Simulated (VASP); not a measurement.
Input:

```
Li
1.0
   -1.69631     1.69631     1.69631
    1.69631    -1.69631     1.69631
    1.69631     1.69631    -1.69631
Li
1
Direct
  0.00000   0.00000   0.00000
```

Computed with rev-vdW-DF2, VASP's PBE PAW potentials (set 64) (plane waves; VASP). Numerical set-up: 520 eV cut-off, 15×15×15 Γ-centred mesh, first-order Methfessel-Paxton smearing of 0.10 eV, potentials Li_sv.

Task: Estimate the energy per atom (σ→0), band gap (on the k-mesh) with the smallest direct gap where there is one.

Result: 
- band gap (on the k-mesh): none (metal, semimetal or under 0.01 eV)
- energy per atom (σ→0): -1.155 eV/atom

Total energies compare only between runs with the same potentials, cut-off and functional.

The compound is Li in the bcc structure. This cell is one point of a volume scan, at 0.97 of the reference volume.
